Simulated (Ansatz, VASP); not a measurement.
# NiS2 (Vaesite): VASP beside Ansatz, part 2 of 3

Aim: how closely do two programs agree when they are given the same cell, functional and k mesh? Of the first pair: The structure shown is the end of the VASP relaxation below. Valence electrons are named where the data sets of a main pair hold unlike numbers.

VASP 6.6.1 and Ansatz 0.2.0.

So far: The starting structure; VASP: relaxation, r2SCAN.

In doubt: warnings of the run leave room for a lower electronic state (step 3), so energies may not be the lowest and differences between runs may mislead.

## (3) Ansatz: single point, r2SCAN

Level of this step: Ansatz beside VASP: Kohn-Sham DFT, plane waves, r2SCAN (Ansatz).

Ansatz runs on its default PAW (the set named soft_2) files.

The same cell, functional, mesh and smearing now go to Ansatz, which takes its cutoff from its data sets.

Input file input.yaml:

```yaml
crystal:
  lattice:
    - [5.69201702, 0.0, 0.0]
    - [0.0, 5.69201702, 0.0]
    - [0.0, 0.0, 5.69201702]
  atoms:
    - { symbol: Ni, position: [0.0, 0.0, 0.0], spin: 1.0 }
    - { symbol: Ni, position: [0.5, 0.0, 0.5], spin: 1.0 }
    - { symbol: Ni, position: [0.5, 0.5, 0.0], spin: 1.0 }
    - { symbol: Ni, position: [0.0, 0.5, 0.5], spin: 1.0 }
    - { symbol: S, position: [0.39512744, 0.39512744, 0.39512744] }
    - { symbol: S, position: [0.10487256, 0.60487256, 0.89512744] }
    - { symbol: S, position: [0.89512744, 0.10487256, 0.60487256] }
    - { symbol: S, position: [0.60487256, 0.89512744, 0.10487256] }
    - { symbol: S, position: [0.60487256, 0.60487256, 0.60487256] }
    - { symbol: S, position: [0.89512744, 0.39512744, 0.10487256] }
    - { symbol: S, position: [0.10487256, 0.89512744, 0.39512744] }
    - { symbol: S, position: [0.39512744, 0.10487256, 0.89512744] }
hamiltonian:
  xc: r2scan
  pseudopotentials: { kind: paw }
magnetization:
  spin_polarized: true
kpoints:
  mp_grid: { grid: [4, 4, 4] }
scf:
  occupations: { method: gaussian, width: 0.05 }
  n_extra_bands: 11
output:
  forces: true
  stress: true
  eigenvalues: true
```

The run is started by

```console
$ ansatz run input.yaml --threads 4 --pin off --max-ram 9216MiB --backend cpu --events-out ev --progress --plain --runs-dir out
```

Numbers of over 12 decimals in the logs are rounded to 6 here.

The program printed:

```text
Warning: the band count 71 (scf.n_extra_bands) hosts the net moment |M| = 4.0000 μB (N_el = 120) but caps the reachable moment at 2·n_bands − N_el = 22.0000 μB, below the 75 bands that the automatic rule leaves for it — a moment growing past the seed, or the majority channel's smearing tail, pins there with fewer empty majority states than that count leaves; raise or omit scf.n_extra_bands unless the cap is intended
scf.n_extra_bands = 11 over 60 filled bands (N_el = 120.0): the run solves 71 bands
Engine: ansatz 0.2.0, aarch64-unknown-linux-gnu
Pseudopotentials: kind: paw
Pseudopotential: Ni, paw, valence charge 18, recommended cutoff 500 eV (meta_gga), Ni.paw.azcp
Pseudopotential: S, paw, valence charge 6, recommended cutoff 500 eV (meta_gga), S.paw.azcp
Functional definition: r2SCAN
  parameter k0 = 0.174
  parameter k1 = 0.065
  parameter a1 = 4.9479
  exchange = r2scan_x(k0 = k0, k1 = k1, a1 = a1)
  correlation = r2scan_c
Crystal: 12 atoms, lattice volume = 184.416 Å³
Basis set: ecut = 500 eV, 4697 PW (Γ), exchange–correlation on 180×180×180 points (64 copies of the dense FFT grid, shifted against one another)
Bands: 71, of which v1, the nominal top of the filled ones, is band 60 counted from 1 (59 counted from 0)
Symmetry: 24 space group operations
Space group: Pa-3 (ITA 205), of the structure as read, at distance tolerance 5.7e-5 Å
Magnetic group: BNS 205.33 (UNI 1535), of the structure as read, at distance tolerance 5.7e-5 Å
k-points: 11 of 64
Non-local potential: Ni, projectors of the file, l = 0: 3, l = 1: 2, l = 2: 3, l = 3: 1
Non-local potential: S, projectors of the file, l = 0: 2, l = 1: 2, l = 2: 2
PAW form: soft (Blöchl's): semilocal exchange-correlation on the pseudo side does not see the compensation charge
PAW frozen core: Ni, regenerated for the run's functional (the file was generated under x = pbe(κ = 0.804, μ = 0.219515), c = pbe(β = 0.066725))
PAW frozen core: S, regenerated for the run's functional (the file was generated under x = pbe(κ = 0.804, μ = 0.219515), c = pbe(β = 0.066725))
PAW one-centre angular grid: Ni, 590 points (default); XC on 160 Gauss nodes
PAW one-centre angular grid: S, 302 points (default); XC on 160 Gauss nodes
Initial density: superposition of atomic densities (chi_scale 0.1, normalization cell, long waves kept (reshape's long-wave potential 0.00 eV rms))
Starting moments: Σ|m| = 4 μB on 4 of 12 sites
Initial wavefunctions: pseudopotential atomic-orbital guess
Functional: x = r2scan, c = r2scan; τ floored in thin density (d = 2e-4 eV/Å³)
SCF iter   1: F=—  HF=-30623.547694 eV  |F-HF|=—  |Δ(HF+E_count)|=         —  Δρ=4.94e-2 (↑4.04e-2 ↓4.94e-2)  dr2=1.24e1  dr2_τ=4.71e-2  dr2_m=2.41e-1  M=4.075 μB ∫|m|=4.108 μB  β_m=1.00  ethr=3.10e-3  ⟨swp⟩=6.0  Hψ=5903  notcnv=0  defer=15
Mixer restart at iter 1: flushing history
preconditioner: auto → Kerker (q_TF=auto, 2.540 Å⁻¹)  [metal: Δε(μ)=0.039 eV  Ē_g=8.050 eV  σ=0.050 eV  W_gap=0.40  n_scr=56 (ndim 8)  ℏωp=25.7 eV  f_vac=0.000  D(μ)=8.90/eV (n_scr^D=80)]
spin=Collinear: Kerker preconditioning applied to the charge; magnetization (m = ρ↑ − ρ↓) channel mixes plain (no charge-response kernel on spin).
SCF iter   2: F=—  HF=-30628.770124 eV  |F-HF|=—  |Δ(HF+E_count)|=    5.22e0  Δρ=2.73e-2 (↑2.73e-2 ↓2.42e-2)  dr2=3.71e0  dr2_τ=1.78e-2  dr2_m=1.94e-1  M=4.933 μB ∫|m|=5.047 μB  β_m=0.87  ethr=3.10e-3  ⟨swp⟩=3.0  Hψ=3009  notcnv=0  defer=94  κ⁻¹=1.0e0(r=1)
SCF iter   3: F=—  HF=-30631.136606 eV  |F-HF|=—  |Δ(HF+E_count)|=    2.37e0  Δρ=1.63e-2 (↑1.63e-2 ↓1.41e-2)  dr2=1.63e0  dr2_τ=3.88e-3  dr2_m=2.73e-2  M=5.837 μB ∫|m|=6.013 μB  β_m=1.00  ethr=3.09e-3  ⟨swp⟩=2.0  Hψ=1906  notcnv=0  defer=90  κ⁻¹=6.5e-2(r=2)
SCF iter   4: F=—  HF=-30631.514165 eV  |F-HF|=—  |Δ(HF+E_count)|=   3.78e-1  Δρ=7.91e-3 (↑7.91e-3 ↓5.40e-3)  dr2=1.69e-1  dr2_τ=1.00e-3  dr2_m=1.45e-2  M=6.907 μB ∫|m|=7.156 μB  β_m=1.00  ethr=1.36e-3  ⟨swp⟩=3.1  Hψ=2774  notcnv=0  defer=78  κ⁻¹=6.1e-3(r=3)
SCF iter   5: F=—  HF=-30632.080506 eV  |F-HF|=—  |Δ(HF+E_count)|=         —  Δρ=1.60e-2 (↑6.26e-3 ↓1.60e-2)  dr2=1.80e-1  dr2_τ=1.98e-3  dr2_m=1.87e-1  M=7.479 μB ∫|m|=7.695 μB  β_m=1.00  ethr=1.41e-4  ⟨swp⟩=2.6  Hψ=3318  notcnv=0  defer=88
Mixer restart at iter 5: flushing history
SCF iter   6: F=—  HF=-30632.114073 eV  |F-HF|=—  |Δ(HF+E_count)|=   3.36e-2  Δρ=7.07e-3 (↑2.99e-3 ↓7.07e-3)  dr2=1.31e-1  dr2_τ=6.69e-4  dr2_m=9.81e-3  M=7.561 μB ∫|m|=7.799 μB  β_m=1.00  ethr=1.41e-4  ⟨swp⟩=2.0  Hψ=3029  notcnv=0  defer=88  κ⁻¹=1.0e0(r=1)
SCF iter   7: F=—  HF=-30632.297377 eV  |F-HF|=—  |Δ(HF+E_count)|=   1.83e-1  Δρ=4.33e-3 (↑2.67e-3 ↓4.33e-3)  dr2=8.02e-2  dr2_τ=2.55e-4  dr2_m=1.39e-3  M=7.577 μB ∫|m|=7.838 μB  β_m=1.00  ethr=1.09e-4  ⟨swp⟩=2.0  Hψ=1973  notcnv=0  defer=88  κ⁻¹=4.6e-2(r=2)
SCF iter   8: F=—  HF=-30632.490173 eV  |F-HF|=—  |Δ(HF+E_count)|=   1.93e-1  Δρ=2.14e-3 (↑1.89e-3 ↓2.14e-3)  dr2=2.15e-2  dr2_τ=6.40e-5  dr2_m=2.65e-3  M=7.747 μB ∫|m|=8.032 μB  β_m=1.00  ethr=6.68e-5  ⟨swp⟩=2.1  Hψ=3054  notcnv=0  defer=88  κ⁻¹=3.8e-3(r=3)
[...]
SCF iter  10: F=—  HF=-30632.493808 eV  |F-HF|=—  |Δ(HF+E_count)|=   1.66e-2  Δρ=8.62e-4 (↑8.62e-4 ↓7.74e-4)  dr2=7.55e-4  dr2_τ=6.83e-6  dr2_m=9.20e-4  M=7.737 μB ∫|m|=8.013 μB  β_m=1.00  ethr=7.02e-6  ⟨swp⟩=2.0  Hψ=3021  notcnv=0  defer=96  κ⁻¹=1.1e-3(r=5)
SCF iter  11: F=—  HF=-30632.493731 eV  |F-HF|=—  |Δ(HF+E_count)|=   7.77e-5  Δρ=3.58e-4 (↑1.96e-4 ↓3.58e-4)  dr2=2.73e-4  dr2_τ=2.67e-6  dr2_m=3.57e-5  M=7.741 μB ∫|m|=8.024 μB  β_m=1.00  ethr=6.29e-7  ⟨swp⟩=2.0  Hψ=2887  notcnv=0  defer=96  κ⁻¹=2.2e-4(r=6)
SCF iter  12: F=—  HF=-30632.495076 eV  |F-HF|=—  |Δ(HF+E_count)|=   1.34e-3  Δρ=9.50e-5 (↑9.50e-5 ↓7.87e-5)  dr2=7.07e-6  dr2_τ=7.08e-7  dr2_m=7.56e-6  M=7.744 μB ∫|m|=8.032 μB  β_m=1.00  ethr=2.28e-7  ⟨swp⟩=2.0  Hψ=2887  notcnv=0  defer=96  κ⁻¹=3.7e-5(r=7)
SCF iter  13: F=—  HF=-30632.495086 eV  |F-HF|=—  |Δ(HF+E_count)|=   1.06e-5  Δρ=1.04e-4 (↑8.70e-5 ↓1.04e-4)  dr2=5.82e-6  dr2_τ=1.77e-7  dr2_m=1.27e-5  M=7.744 μB ∫|m|=8.031 μB  β_m=1.00  ethr=5.89e-9  ⟨swp⟩=2.7  Hψ=3152  notcnv=0  defer=96  κ⁻¹=1.2e-5(r=8)
SCF iter  14: F=—  HF=-30632.495095 eV  |F-HF|=—  |Δ(HF+E_count)|=   8.51e-6  Δρ=3.98e-5 (↑2.43e-5 ↓3.98e-5)  dr2=1.41e-6  dr2_τ=2.93e-8  dr2_m=7.36e-7  M=7.744 μB ∫|m|=8.029 μB  β_m=1.00  ethr=4.85e-9  ⟨swp⟩=2.1  Hψ=2884  notcnv=0  defer=96  κ⁻¹=3.2e-6(r=8)
SCF iter  15: F=—  HF=-30632.495110 eV  |F-HF|=—  |Δ(HF+E_count)|=   1.56e-5  Δρ=1.40e-5 (↑9.90e-6 ↓1.40e-5)  dr2=2.49e-7  dr2_τ=3.37e-9  dr2_m=2.96e-8  M=7.744 μB ∫|m|=8.029 μB  β_m=1.00  ethr=1.18e-9  ⟨swp⟩=2.0  Hψ=2892  notcnv=0  defer=96  κ⁻¹=1.1e-6(r=8)
SCF iter  16: F=—  HF=-30632.495112 eV  |F-HF|=—  |Δ(HF+E_count)|=   1.95e-6  Δρ=8.23e-6 (↑5.52e-6 ↓8.23e-6)  dr2=6.35e-8  dr2_τ=1.04e-9  dr2_m=1.69e-8  M=7.744 μB ∫|m|=8.029 μB  β_m=1.00  ethr=2.08e-10  ⟨swp⟩=2.0  Hψ=2891  notcnv=0  defer=96  κ⁻¹=4.4e-7(r=8)
SCF iter  17: F=—  HF=-30632.495112 eV  |F-HF|=—  |Δ(HF+E_count)|=   5.42e-8  Δρ=5.73e-6 (↑3.55e-6 ↓5.73e-6)  dr2=4.67e-8  dr2_τ=3.60e-10  dr2_m=4.39e-9  M=7.744 μB ∫|m|=8.029 μB  β_m=1.00  ethr=5.29e-11  ⟨swp⟩=2.0  Hψ=2887  notcnv=0  defer=96  κ⁻¹=2.3e-7(r=8)
SCF iter  18: F=—  HF=-30632.495112 eV  |F-HF|=—  |Δ(HF+E_count)|=   1.55e-7  Δρ=1.95e-6 (↑1.48e-6 ↓1.95e-6)  dr2=7.42e-9  dr2_τ=6.42e-11  dr2_m=2.40e-10  M=7.744 μB ∫|m|=8.029 μB  β_m=1.00  ethr=3.90e-11  ⟨swp⟩=2.0  Hψ=2892  notcnv=0  defer=96  κ⁻¹=6.3e-7(r=8)
SCF iter  19: F=-30632.495112 eV  HF=-30632.495112 eV  |F-HF|=7.02e-9  |Δ(HF+E_count)|=   1.65e-8  Δρ=1.42e-6 (↑9.51e-7 ↓1.42e-6)  dr2=2.23e-9  dr2_τ=3.78e-11  dr2_m=3.55e-10  M=7.744 μB ∫|m|=8.029 μB  ethr=6.18e-12  ⟨swp⟩=9.0  Hψ=6384  notcnv=0
SCF 1 converged in 19 iterations: F = -30632.495112 eV  dr2 = 2.23e-9
  greatest PAW one-centre occupation: 1.002 electrons in one spin orbital (limit 2), on the Ni atom at site 2 (counted from 0), in its partial waves of l = 1
WARN: an SCF from antiferromagnetic starting moments (-1.37, 1.37, -1.37, 1.37, 0.00, 0.00, 0.00, 0.00, 0.00, 0.00, 0.00, 0.00 Bohr magnetons, atom by atom) was not made, by what the run has read of turns of its moments that order reads lower: the deck asks for what bars it, or types moments that do (magnetization.spin_polarized, in the input reference, names some of the keys), or the run goes by scf.lower_state_search: light, the default, which as a rule tries one only behind a close that has lost an order of both signs, or on which an open d or half-filled 4f shell of a PAW file has lost a moment that was set nearer to Hund's than to what is left; [rest of the remark cut]
this state was not tested for a lower state beside it, because the mixer in use, unlike msr1, does not test its closes by its own steps (another_mixer; see scf.mixing.algorithm and scf.lower_state_search)
SCF converged after 19 iterations
Magnetization: 7.7436 μB (63.8718 up, 56.1282 down)
Absolute magnetization: 8.0291 μB (∫|ρ↑−ρ↓|, with the PAW one-centre terms)
Spin contamination: 0.0506 ħ² per cell (⟨S²⟩ above its minimum at these occupations)
Per-site moments (μB) at R_I (Å): [(1.405996, 0.990944), (1.405996, 0.990944), (1.405996, 0.990944), (1.405996, 0.990944), (0.167005, 0.852987), (0.167005, 0.852987), (0.167005, 0.852987), (0.167005, 0.852987), (0.167005, 0.852987), (0.167005, 0.852987), (0.167005, 0.852987), (0.167005, 0.852987)]
Free energy (F): -30632.495112 eV
Harris-Foulkes:  -30632.495112 eV  (|F-HF|=7.02e-9)
Internal energy: -30632.491036 eV  (E = F + TS)
E sigma→0 (E₀):  -30632.493074 eV
Entropy (-TS):   -0.004076 eV (-0.340 meV/atom)
Fermi energy:    11.032086 eV
--- Per-component energies (eV) ---
  E_band       = -1702.539845
  E_kinetic    = 1971.228366
  E_local      = -19839.306916  (includes V_loc(G=0)·N_el)
  E_nonlocal   = 2801.755865
  E_hartree    = 8400.862759
  E_xc         = -1045.481944
  E_vxc        = -1215.709616  (∫ρ·V_xc dr)
  E_paw        = -11459.407671  (= ΣΔE_a)
  E_vpaw       = -2289.625823  (= ΣTr[D̂ρ^β])
  E_aug_tail   = 0.000973  (compensation charges beyond the density's cutoff)
  E_vtau       = 67.386874  (kinetic-family band-sum trace: ∫τ·v_τ [+ j·A + Jᵃ·Aᵃ] dr)
  E_ewald      = -11460.064061
  E_core_change = -2.078408  (= ΣΔE_core)
  E_smearing   = -0.004076  (= −TS)
  E_closure    = -0.000000  (closes the sum)
  Σ components = -30632.495112   (vs F -30632.495112, Δ=0.00e0)
--- Forces (eV/Å), atoms counted from 1 ---
  atom   1  Ni     0.00000000    -0.00000000     0.00000000
  atom   2  Ni     0.00000000    -0.00000000     0.00000000
  atom   3  Ni     0.00000000    -0.00000000    -0.00000000
  atom   4  Ni     0.00000000    -0.00000000    -0.00000000
  atom   5  S     -0.06941863    -0.06941863    -0.06941863
  atom   6  S      0.06941863     0.06941863    -0.06941863
  atom   7  S     -0.06941863     0.06941863     0.06941863
  atom   8  S      0.06941863    -0.06941863     0.06941863
  atom   9  S      0.06941863     0.06941863     0.06941863
  atom  10  S     -0.06941863    -0.06941863     0.06941863
  atom  11  S      0.06941863    -0.06941863    -0.06941863
  atom  12  S     -0.06941863     0.06941863    -0.06941863
  max |Σ_I F_I| component: 2.78e-17 eV/Å
--- Stress (GPa, compression-positive) ---
        0.598154       0.000000       0.000000
        0.000000       0.598154       0.000000
        0.000000       0.000000       0.598154
  P = ⅓ Tr σ = 0.5982 GPa (5.982 kbar)
--- Band table (eV; the first three rows and the last of 22) ---
  k-point 0 ↑: bands = [... 56 lower, 8.3754, 8.3754, 8.3754, 10.6746, 10.6746, 10.6746, 11.3498, 11.3498, ... 7 higher]
  k-point 1 ↑: bands = [... 56 lower, 8.3282, 8.5043, 8.5460, 10.2616, 10.3234, 10.3927, 10.7436, 11.2404, ... 7 higher]
  k-point 2 ↑: bands = [... 56 lower, 8.6197, 8.6197, 9.3272, 9.3272, 9.6188, 9.6188, 10.9675, 10.9675, ... 7 higher]
  k-point 10 ↓: bands = [... 56 lower, 11.0063, 11.0063, 11.0063, 11.0063, 11.6003, 11.6003, 11.6003, 11.6003, ... 7 higher]
```

Elapsed: 45 s, on 4 threads of Arm Neoverse N1, shared host; peak memory 1.2 GiB; 2.9 min of CPU time.

The run ends at a pressure of 0.60 GPa, with forces up to 0.12 eV/Å.

## (4) Side by side

Known differences besides the potentials themselves: VASP keeps PBE cores, Ansatz makes them for the functional; the data sets hold 120 valence electrons in Ansatz (on its default PAW (the set named soft_2) files) and 88 in VASP; the cutoff is 500 eV in Ansatz and 400 eV in VASP; site moments are counted in spheres of each program's own size. Total energies have different zeros and are not compared.

Compared:

| quantity | Ansatz | VASP | difference |
| --- | --- | --- | --- |
| pressure (GPa) | 0.60 | -0.10 | +0.70 |
| pressure without Ansatz's Pulay correction (GPa) | 0.52 | -0.10 | +0.61 |
| total moment (μB) | 7.74 | 7.68 | +0.07 |
| moment on Ni1 (μB) | 1.41 | 1.36 | +0.05 |
| moment on Ni2 (μB) | 1.41 | 1.36 | +0.05 |
| moment on Ni3 (μB) | 1.41 | 1.36 | +0.05 |
| moment on Ni4 (μB) | 1.41 | 1.36 | +0.05 |
| moment on S5 (μB) | 0.17 | 0.20 | -0.03 |
| moment on S6 (μB) | 0.17 | 0.20 | -0.03 |
| moment on S7 (μB) | 0.17 | 0.20 | -0.03 |
| moment on S8 (μB) | 0.17 | 0.20 | -0.03 |

At this near-relaxed geometry the largest component of a force difference is 65 meV/Å. Ansatz's pressure holds a Pulay correction of 0.08 GPa; VASP's holds none.

## (5) Further runs

Further runs change the set-up of one program: Ansatz's method, potentials or start, or VASP's data sets, cutoff or form of LDA. The table gives Ansatz less VASP for each quantity, since a change that brings one quantity closer may part another.

| run | r.m.s. force difference (meV/Å) | pressure (GPa) | total moment (μB) | pressure without Ansatz's Pulay correction (GPa) |
| --- | --- | --- | --- | --- |
| as above | 53 | 0.70 | 0.068 | 0.61 |
| cores kept as stored | 50 | 0.65 | 0.069 | 0.57 |
| Ansatz's larger PAW set (cutoff 1080 eV) | 52 | 0.85 | 0.073 |  |
| norm-conserving potentials (cutoff 1400 eV) | 54 | 0.66 | 0.074 |  |

## (6) VASP: band structure, r2SCAN

With cell and atoms fixed, the geometry can't cause a difference; cores, projectors, grids and the points listed under the comparison can.

Input file INCAR:

```
SYSTEM = NiS2
PREC = Accurate
ENCUT = 400
EDIFF = 1E-06
NELM = 100
ISMEAR = 0
SIGMA = 0.05
LREAL = .FALSE.
ALGO = Normal
METAGGA = R2SCAN
LASPH = .TRUE.
NBANDS = 83
ISPIN = 2
MAGMOM = 1.358 1.358 1.358 1.358 0.199 0.199 0.199 0.199 0.199 0.199 0.199 0.199
LMAXMIX = 4
LORBIT = 11
LWAVE = .FALSE.
LCHARG = .FALSE.
KPAR = 8
```

Input file POSCAR:

```
NiS2
1.0
    5.6920170235      0.0000000000      0.0000000000
    0.0000000000      5.6920170235      0.0000000000
    0.0000000000      0.0000000000      5.6920170235
Ni S
4 8
Direct
    0.0000000000      0.0000000000      0.0000000000
    0.5000000000      0.0000000000      0.5000000000
    0.5000000000      0.5000000000      0.0000000000
    0.0000000000      0.5000000000      0.5000000000
    0.3951274427      0.3951274427      0.3951274427
    0.1048725573      0.6048725573      0.8951274427
    0.8951274427      0.1048725573      0.6048725573
    0.6048725573      0.8951274427      0.1048725573
    0.6048725573      0.6048725573      0.6048725573
    0.8951274427      0.3951274427      0.1048725573
    0.1048725573      0.8951274427      0.3951274427
    0.3951274427      0.1048725573      0.8951274427
```

Input file KPOINTS:

```
Automatic mesh
0
Gamma
4 4 4
0 0 0
```

Input file KPOINTS_OPT:

```
Line mode
12
Line-mode
Reciprocal
  0.00000000   0.00000000   0.00000000 GAMMA
  0.00000000   0.50000000   0.00000000 X

  0.00000000   0.50000000   0.00000000 X
  0.50000000   0.50000000   0.00000000 M

  0.50000000   0.50000000   0.00000000 M
  0.00000000   0.00000000   0.00000000 GAMMA

  0.00000000   0.00000000   0.00000000 GAMMA
  0.50000000   0.50000000   0.50000000 R

  0.50000000   0.50000000   0.50000000 R
  0.00000000   0.50000000   0.00000000 X

  0.50000000   0.50000000   0.00000000 M
  0.50000000   0.50000000   0.50000000 R
```

The projector-augmented-wave data sets are Ni and S (PBE family, release 64).

The run is started by

```console
$ mpirun -np 8 vasp_std
```

The program printed:

```text
[banner, memory and clock lines left out]
running    8 mpi-ranks, on    1 nodes
[...]
[... a notice as in an earlier step ...]

 [... a notice as in an earlier step ...]

 LDA part: xc-table for (None), standard interpolation
 POSCAR, INCAR and KPOINTS ok, starting setup
[...]
entering main loop
       N       E                     dE             d eps       ncg     rms          rms(c)
DAV:   1     0.620844568901E+03    0.62084E+03   -0.29031E+04  3652   0.934E+02
DAV:   2    -0.388191311271E+02   -0.65966E+03   -0.59928E+03  3716   0.267E+02
DAV:   3    -0.132337365767E+03   -0.93518E+02   -0.86347E+02  4137   0.104E+02
DAV:   4    -0.136933628924E+03   -0.45963E+01   -0.45238E+01  4392   0.241E+01
[...]
DAV:  20    -0.116691461075E+03    0.14551E-05   -0.47175E-07  2024   0.379E-03    0.297E-03
DAV:  21    -0.116691462640E+03   -0.15652E-05   -0.17632E-07  2018   0.479E-03    0.153E-03
DAV:  22    -0.116691462222E+03    0.41833E-06   -0.60933E-08  2000   0.128E-03
   1 F= -.11669146E+03 E0= -.11668866E+03  d E =-.561013E-02  mag=     7.6760
 Start KPOINTS_OPT (optional k-point list driver)
k-point batch [1-11\72]
       N       E                     dE             ncg
DAV:   1     0.982658175160E+04    0.32397E+04     3652
DAV:   2     0.266883454130E+04   -0.71577E+04     3676
DAV:   3     0.166101873712E+04   -0.10078E+04     4137
DAV:   4     0.161520712787E+04   -0.45812E+02     4376
DAV:   5     0.161415456641E+04   -0.10526E+01     4976
DAV:   6     0.161412612233E+04   -0.28444E-01     4808
DAV:   7     0.161412433585E+04   -0.17865E-02     5352
DAV:   8     0.161412432101E+04   -0.14837E-04     4360
DAV:   9     0.161412432013E+04   -0.88310E-06     3192
[...]
k-point batch [67-72\72]
       N       E                     dE             ncg
DAV:   1     0.148905594699E+05   -0.68835E+04     1992
DAV:   2     0.110459080215E+05   -0.38447E+04     2064
DAV:   3     0.104897320338E+05   -0.55618E+03     2243
DAV:   4     0.104637674323E+05   -0.25965E+02     2336
DAV:   5     0.104631748207E+05   -0.59261E+00     2832
DAV:   6     0.104631653153E+05   -0.95054E-02     2607
DAV:   7     0.104631647694E+05   -0.54588E-03     2888
DAV:   8     0.104631647558E+05   -0.13682E-04     2354
DAV:   9     0.104631647554E+05   -0.34503E-06     1608
```

(Part 2 of 3 ends here.)

[Lines on the potential files, build, host, timing and source positions are cut from VASP's logs without a mark.]

[Logs are printed without paths, hosts, clocks, repeated set-up lines and the standing remarks that a program may print on its own settings, such as how far it seeks lower states.]

[Hosts, paths, dates, database ids (printed as entryN), source tags and the programs' standing remarks are cut or masked in the printed files.]
